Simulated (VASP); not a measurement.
Calculation: PBE GGA, VASP's PBE PAW potentials (set 64) (plane waves; VASP).

Gaps are without spin-orbit coupling.

Task: Order these relaxed crystals by band gap, smallest first: MgTe, F-43m (216); GaP, F-43m (216); CeO2, Fm-3m (225); CuCl, F-43m (216).

Result: CuCl, F-43m (216) (0.54 eV), GaP, F-43m (216) (1.59 eV), CeO2, Fm-3m (225) (1.86 eV), MgTe, F-43m (216) (2.32 eV)
